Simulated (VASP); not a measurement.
Input:

```
CELL_PARAMETERS angstrom
      0.00000     3.55524     3.55524
      3.55524     0.00000     3.55524
      3.55524     3.55524     0.00000
ATOMIC_POSITIONS crystal
  Na 0.25000 0.25000 0.25000
  Na 0.75000 0.75000 0.75000
  Te 0.00000 0.00000 0.00000
```

Level of theory: LDA (Ceperley-Alder, Perdew-Zunger) with spin-orbit coupling, VASP's LDA PAW potentials (set 64) (plane waves; VASP). Run with 400 eV cut-off, 5×5×5 Γ-centred mesh, Gaussian smearing of 0.050 eV, potentials Na_pv Te.

Problem. Give the energies of bands 15 to 27 at the high-symmetry points, in eV from the valence-band maximum.

Solution. 
```json
[
 {"band": "15", "Γ": "-0.77", "X": "-2.17", "U": "-1.97", "L": "-2.31", "W": "-1.87"},
 {"band": "16", "Γ": "-0.77", "X": "-2.17", "U": "-1.97", "L": "-2.31", "W": "-1.87"},
 {"band": "17", "Γ": "0.00", "X": "-1.07", "U": "-1.44", "L": "-0.68", "W": "-1.44"},
 {"band": "18", "Γ": "0.00", "X": "-1.07", "U": "-1.44", "L": "-0.68", "W": "-1.44"},
 {"band": "19", "Γ": "0.00", "X": "-0.71", "U": "-0.71", "L": "-0.23", "W": "-0.99"},
 {"band": "20", "Γ": "0.00", "X": "-0.71", "U": "-0.71", "L": "-0.23", "W": "-0.99"},
 {"band": "21", "Γ": "1.83", "X": "2.64", "U": "3.27", "L": "3.26", "W": "3.80"},
 {"band": "22", "Γ": "1.83", "X": "2.64", "U": "3.27", "L": "3.26", "W": "3.80"},
 {"band": "23", "Γ": "5.51", "X": "3.85", "U": "4.81", "L": "5.20", "W": "5.52"},
 {"band": "24", "Γ": "5.51", "X": "3.85", "U": "4.81", "L": "5.20", "W": "5.52"},
 {"band": "25", "Γ": "5.51", "X": "7.75", "U": "6.70", "L": "5.22", "W": "5.53"},
 {"band": "26", "Γ": "5.51", "X": "7.75", "U": "6.70", "L": "5.22", "W": "5.53"},
 {"band": "27", "Γ": "5.53", "X": "8.27", "U": "6.97", "L": "5.85", "W": "5.64"}
]
```

The gap is direct, 1.83 eV, from the valence maximum at Γ to the conduction minimum at Γ.

The structure comes from a computed database's Na2Te entry (Fm-3m); how it stands against other phases isn't given here. It was relaxed first, which changed the volume by -6 %.
